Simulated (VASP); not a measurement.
Method: LDA (Ceperley-Alder, Perdew-Zunger), VASP's LDA PAW potentials (set 64) (plane waves; VASP).

VASP input:

File POSCAR:
```
WSi2
1
   -1.5721751081     1.5721751081     3.8489548630
    1.5721751081    -1.5721751081     3.8489548630
    1.5721751081     1.5721751081    -3.8489548630
Si W
2 1
Direct
  0.6659817237   0.6659817237   0.0000000000
  0.3340182763   0.3340182763   0.0000000000
  0.0000000000   0.0000000000   0.0000000000
```

### KPOINTS
```
Automatic mesh
0
gamma
 14 14 14
```

### INCAR
```
ALGO  =  Normal
EDIFF  =  1E-6
EDIFFG  =  -0.02
ENCUT  =  500
IBRION  =  2
ISIF  =  3
ISMEAR  =  1
LASPH  =  .TRUE.
LCHARG  =  .FALSE.
LMAXMIX  =  6
LREAL  =  .FALSE.
LWAVE  =  .FALSE.
NELM  =  100
NSW  =  40
PREC  =  Accurate
PSTRESS  =  100
SIGMA  =  0.1
SYSTEM  =  WSi2
```

POTCAR, in this order: Si W_sv (LDA.64 set). Program: vasp_std.

The run wrote:

OUTCAR:
```
 ion  position               nearest neighbor table
   1  0.666  0.666  0.000-   2 2.56   3 2.56   3 2.56   3 2.56   3 2.56   3 2.57   2 2.57   2 2.57
                             2 2.57   2 2.57
   2  0.334  0.334  0.000-   1 2.56   3 2.56   3 2.56   3 2.56   3 2.56   3 2.57   1 2.57   1 2.57
                             1 2.57   1 2.57
   3  0.000  0.000  0.000-   1 2.56   1 2.56   1 2.56   2 2.56   1 2.56   2 2.56   2 2.56   2 2.56
                             1 2.57   2 2.57
  LATTYP: Found a body centered tetragonal cell.
 ALAT       =     3.1443502162
 C/A-ratio  =     2.4481718628
 Subroutine PRICEL returns:
 Original cell was already a primitive cell.
 Subroutine GETGRP returns: Found 16 space group operations
The static configuration has the point symmetry D_4h.
The dynamic configuration has the point symmetry D_4h.
 Subroutine INISYM returns: Found 16 space group operations
 Subroutine IBZKPT returns following result:
 Found    244 irreducible k-points:

 Following reciprocal coordinates:
            Coordinates               Weight
  0.000000  0.000000  0.000000      1.000000
  0.071429  0.000000 -0.000000      8.000000
  0.142857 -0.000000  0.000000      8.000000
  0.214286 -0.000000  0.000000      8.000000
...
```

OSZICAR:
```
       N       E                     dE             d eps       ncg     rms          rms(c)
DAV:   1     0.122137062217E+03    0.12214E+03   -0.11015E+04  7328   0.145E+03
DAV:   2    -0.242172938200E+02   -0.14635E+03   -0.14421E+03  8503   0.356E+02
DAV:   3    -0.281016732892E+02   -0.38844E+01   -0.38046E+01  9574   0.509E+01
DAV:   4    -0.281285656641E+02   -0.26892E-01   -0.26832E-01  8503   0.497E+00
DAV:   5    -0.281289106719E+02   -0.34501E-03   -0.34489E-03  9763   0.549E-01    0.287E+01
DAV:   6    -0.274301143164E+02    0.69880E+00   -0.34904E+00  8832   0.145E+01    0.106E+01
DAV:   7    -0.273317283361E+02    0.98386E-01   -0.21902E-01  8195   0.295E+00    0.471E+00
DAV:   8    -0.273102949789E+02    0.21433E-01   -0.36753E-02  9560   0.161E+00    0.284E-01
DAV:   9    -0.273097372189E+02    0.55776E-03   -0.10832E-03  8748   0.274E-01    0.156E-01
DAV:  10    -0.273095969192E+02    0.14030E-03   -0.27407E-04  8937   0.171E-01    0.387E-02
DAV:  11    -0.273095928996E+02    0.40196E-05   -0.27313E-05  9287   0.430E-02    0.160E-02
DAV:  12    -0.273095928081E+02    0.91538E-07   -0.10496E-06  5683   0.763E-03
   1 F= -.24934426E+02 E0= -.24934297E+02  d E =-.249344E+02
       N       E                     dE             d eps       ncg     rms          rms(c)
DAV:   1    -0.273099107993E+02   -0.31790E-03   -0.13487E-02  8517   0.118E+00    0.103E-01
DAV:   2    -0.273095866044E+02    0.32419E-03   -0.67009E-04  8874   0.212E-01    0.539E-02
DAV:   3    -0.273094946175E+02    0.91987E-04   -0.21355E-04  9399   0.112E-01    0.171E-02
DAV:   4    -0.273094922710E+02    0.23465E-05   -0.12913E-05  8055   0.293E-02    0.621E-03
DAV:   5    -0.273094920110E+02    0.26000E-06   -0.44472E-07  4864   0.495E-03
   2 F= -.24934444E+02 E0= -.24934331E+02  d E =-.174703E-04
       N       E                     dE             d eps       ncg     rms          rms(c)
DAV:   1    -0.273096504393E+02   -0.15817E-03   -0.25244E-03  8475   0.511E-01    0.445E-02
DAV:   2    -0.273095898230E+02    0.60616E-04   -0.12560E-04  8846   0.921E-02    0.234E-02
DAV:   3    -0.273095726018E+02    0.17221E-04   -0.39972E-05  9322   0.488E-02    0.732E-03
DAV:   4    -0.273095721649E+02    0.43694E-06   -0.23989E-06  7331   0.126E-02
   3 F= -.24934472E+02 E0= -.24934353E+02  d E =-.459375E-04
```

**OUTCAR**
```
------------------------ aborting loop because EDIFF is reached ----------------------------------------
  FORCE on cell =-STRESS in cart. coord.  units (eV):
  Direction    XX          YY          ZZ          XY          YZ          ZX
  --------------------------------------------------------------------------------------
  Total        2.3887502      2.3887502      2.3984284      0.0000000      0.0000000      0.0000000
  in kB      100.5747251    100.5747251    100.9822123      0.0000000      0.0000000      0.0000000
  external PRESSURE =       0.7105542 kB  Pullay stress =     100.0000000 kB
  volume of cell :       38.05
      direct lattice vectors                 reciprocal lattice vectors
    -1.572720632  1.572720632  3.846177359     0.000000000  0.317920417  0.129999205
     1.572720632 -1.572720632  3.846177359     0.317920417  0.000000000  0.129999205
     1.572720632  1.572720632 -3.846177359     0.317920417  0.317920417  0.000000000
 POSITION                                       TOTAL-FORCE (eV/Angst)
 -----------------------------------------------------------------------------------
      0.00000      0.00000      5.12256         0.000000      0.000000     -0.006031
      0.00000      0.00000      2.56979        -0.000000     -0.000000      0.006031
      0.00000      0.00000      0.00000         0.000000      0.000000     -0.000000
 -----------------------------------------------------------------------------------
    total drift:                                0.000000     -0.000000     -0.000000
  FREE ENERGIE OF THE ION-ELECTRON SYSTEM (eV)
  ---------------------------------------------------
  free  energy   TOTEN  =       -27.3095721649 eV

  energy  without entropy=      -27.3092131032  energy(sigma->0) =      -27.30945248
  enthalpy is  TOTEN    =       -24.9344722476 eV   P V=        2.3750999173

 reached required accuracy - stopping structural energy minimisation
```
(Selected blocks of OUTCAR.)

CONTCAR:
```
WSi2
   1.00000000000000
    -1.5727206324535534    1.5727206324535534    3.8461773587057055
     1.5727206324535534   -1.5727206324535534    3.8461773587057055
     1.5727206324535534    1.5727206324535534   -3.8461773587057055
  Si              W
     2     1
Direct
     0.6659290668106753    0.6659290668106753    0.0000000000000000
     0.3340709331893246    0.3340709331893246    0.0000000000000000
     0.0000000000000000    0.0000000000000000    0.0000000000000000
```

### OUTCAR
```
 val. band max:       12.7769792967   @ k =  -0.4286  -0.4286   0.4286

 cond. band min:      12.7845725906   @ k =  -0.3571  -0.4286   0.3571


 Fermi energy:        12.7817817700

 k-point     1 :       0.0000    0.0000    0.0000
  band No.  band energies     occupation
      1     -60.4833      2.00000
      2     -25.0795      2.00000
      3     -25.0073      2.00000
      4     -25.0073      2.00000
      5      -1.7231      2.00000
      6       5.5773      2.00000
      7       9.1273      2.00000
      8       9.1491      2.00000
      9       9.7885      2.00000
     10       9.7885      2.00000
     11      13.4730     -0.00000
     12      15.5621      0.00000
     13      15.9230      0.00000
     14      16.1376      0.00000
     15      16.1376      0.00000

 k-point     2 :       0.0714    0.0000   -0.0000
  band No.  band energies     occupation
      1     -60.4828      2.00000
      2     -25.0785      2.00000
      3     -25.0218      2.00000
      4     -25.0060      2.00000
      5      -1.6197      2.00000
      6       5.5990      2.00000
      7       8.6960      2.00000
      8       9.1637      2.00000
      9       9.8567      2.00000
     10      10.0066      2.00000
     11      13.0603     -0.00059
     12      15.5947      0.00000
     13      15.7969      0.00000
     14      15.9025      0.00000
     15      16.6091      0.00000

 k-point     3 :       0.1429   -0.0000    0.0000
  band No.  band energies     occupation
      1     -60.4812      2.00000
      2     -25.0755      2.00000
      3     -25.0620      2.00000
      4     -25.0023      2.00000
      5      -1.3136      2.00000
      6       5.6345      2.00000
      7       7.9677      2.00000
      8       9.1559      2.00000
      9      10.0538      2.00000
     10      10.2103      2.00000
     11      12.2934      2.00000
     12      14.8241      0.00000
     13      15.4139      0.00000
     14      16.7026      0.00000
     15      17.3760      0.00000
...
```

Unless said otherwise, spin-orbit coupling is left out, though it shifts the bands of the heavy elements here.

The compound is WSi2 in the MoSi2 type structure. This run relaxes it under an external pressure of 10 GPa. Symmetry was kept, so distortions that lower it aren't found.
